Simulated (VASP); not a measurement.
The system is K2F.

```xyz
3
Lattice="4.1949 0.0000 0.0000 0.0000 4.1949 0.0000 0.0000 0.0000 5.2336" Properties=species:S:1:pos:R:3 pbc="T T T"
K     2.0974    0.0000    2.6168
K     0.0000    2.0974    2.6168
F     0.0000    0.0000    2.6168
```

The cell was built by a generator and needn't be a form met in nature.

The cell isn't the ideal one: random cell by space group and Wyckoff sites (P4/mmm, No. 123).

| Item | Value |
| --- | --- |
| Program | VASP 6.6.1 |
| Task | relaxation of cell and atoms |
| Functional | PBE |
| Potentials or basis | VASP PAW PBE potentials, release 64 (K_sv, F) |
| Cutoff | 600 eV |
| k mesh | 4 × 4 × 4 |
| Occupations | gaussian, width 0.1 eV |
| Spin | no spin polarisation |

At the start: pressure 19.5 GPa; volume 30.70 Å³/atom.

**Question.** Where does the relaxation end?

**Answer.** Over 13 steps the energy falls by 972.8 meV/atom and the volume is 39.78 Å³/atom (+29.6 %); space group P4/mmm (No. 123, to 0.05 Å).

The path:
```csv
step,energy change (eV),largest force (eV/Å),pressure (GPa),volume (Å³)
1,0.0000,0.0000,19.46,92.10
2,-2.7928,0.0000,-1.65,148.15
3,-2.8521,0.0000,0.47,132.91
4,-2.8672,0.0000,-0.27,137.62
5,-2.8667,0.0000,-0.12,136.62
6,-2.8720,0.0000,-0.11,135.39
7,-2.8869,0.0000,-0.06,131.69
8,-2.9105,0.0000,0.06,124.30
9,-2.8960,0.0000,0.51,109.51
10,-2.9172,0.0000,0.17,119.43
11,-2.9173,0.0000,0.20,118.42
12,-2.9148,0.0000,-0.36,121.11
13,-2.9183,0.0000,0.00,119.35
```

Final structure:
```cif
data_structure
_symmetry_space_group_name_H-M 'P 1'
_symmetry_Int_Tables_number 1
_cell_length_a 5.1546
_cell_length_b 5.1546
_cell_length_c 4.4919
_cell_angle_alpha 90.000
_cell_angle_beta 90.000
_cell_angle_gamma 90.000
_cell_volume 119.35
loop_
_atom_site_label
_atom_site_type_symbol
_atom_site_fract_x
_atom_site_fract_y
_atom_site_fract_z
_atom_site_occupancy
K1 K 0.50000 0.00000 0.50000 1
K2 K 0.00000 0.50000 0.50000 1
F1 F 0.00000 0.00000 0.50000 1
```

Caveat: the k mesh is coarse (spacing up to 0.37 Å⁻¹), so the values aren't converged; the volume moved by over 15 % at a fixed basis, so the end points are rough; an odd number of electrons without spin polarisation forces a metal; a magnetic or distorted state may lie lower.
